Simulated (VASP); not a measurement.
A 63-atom supercell of C (diamond) holds N on the C site with a neighbouring C vacancy in charge state +1. It is relaxed twice, with the total moment held at 0 and at 2 μB. Method: PBE GGA, VASP's PBE PAW potentials (set 64) (plane waves; VASP). Numerical set-up: PREC = Normal, LREAL = Auto, ISYM = 0, NELECT = 252.0, EDIFF = 1E-5, 400 eV cut-off, 1×1×1 Γ-centred mesh, Gaussian smearing of 0.050 eV, potentials C N.

The cell is charged, with a uniform compensating background. The supercell is sampled at Γ alone, which is coarse: total energies, pressure and levels can be off, energies of defects by several tenths of an eV.

### Question
Which spin state lies lower, and by how much?

### Answer
The state with 0 μB lies lower, by 0.70 eV.

The cell is a supercell with a defect, built from C (diamond).
